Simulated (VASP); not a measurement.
The system is Al6Ir.

```
Al Ir
1.0
     0.00000    3.86571    3.86571
     3.86571    0.00000    3.86571
     3.86571    3.86571    0.00000
Al Ir
6 1
Cartesian
  7.1993 5.7986 5.7986
  4.3979 5.7986 5.7986
  5.7986 5.7986 7.1993
  5.7986 5.7986 4.3979
  5.7986 4.3979 5.7986
  5.7986 7.1993 5.7986
  0.0000 0.0000 0.0000
```

The cell was built by a generator and needn't be a form met in nature.

- Program: VASP 6.6.1
- Task: relaxation of cell and atoms
- Functional: PBE
- Potentials or basis: VASP PAW PBE potentials, release 64 (Al, Ir)
- Cutoff: 520 eV
- k mesh: 4 × 4 × 4
- Occupations: gaussian, width 0.15 eV
- Spin: no spin polarisation

At the start: pressure 70.3 GPa; volume 16.51 Å³/atom.

Problem. Where does the relaxation end?

Solution. Over 15 steps the energy falls by 3269.7 meV/atom and the volume is 16.90 Å³/atom (+2.4 %); space group Fm-3m (No. 225, to 0.05 Å).

The path:
| step | energy change (eV) | largest force (eV/Å) | pressure (GPa) | volume (Å³) |
| --- | --- | --- | --- | --- |
| 1 | 0.0000 | 21.8222 | 70.25 | 115.54 |
| 2 | -10.4542 | 0.7765 | -4.85 | 283.72 |
| 3 | -11.4251 | 0.5599 | -6.09 | 269.04 |
| 4 | -12.1887 | 0.3592 | -7.57 | 255.50 |
| 5 | 14.2958 | 0.1038 | 1.02 | 176.37 |
| 6 | -18.0857 | 0.1831 | -15.04 | 178.72 |
| 7 | -22.4689 | 0.6435 | -6.80 | 129.04 |
| 8 | -22.6848 | 0.7958 | -1.52 | 121.54 |
| 9 | -22.7081 | 0.8455 | -0.05 | 119.38 |
| 10 | -22.7066 | 0.8717 | 0.74 | 118.35 |
| 11 | -22.8488 | 0.3885 | 1.18 | 117.17 |
| 12 | -22.8760 | 0.0001 | 1.91 | 116.24 |
| 13 | -22.8769 | 0.0416 | 1.89 | 116.37 |
| 14 | -22.8820 | 0.0111 | -1.30 | 119.83 |
| 15 | -22.8881 | 0.0148 | -0.04 | 118.31 |

Final structure:
```
CELL_PARAMETERS angstrom
0.00000 3.89643 3.89643
3.89643 0.00000 3.89643
3.89643 3.89643 0.00000
ATOMIC_POSITIONS crystal
Al 0.49984 0.00016 0.00016
Al 0.00016 0.49984 0.49984
Al 0.00016 0.00016 0.49984
Al 0.49984 0.49984 0.00016
Al 0.49984 0.00016 0.49984
Al 0.00016 0.49984 0.00016
Ir 0.00000 0.00000 0.00000
```
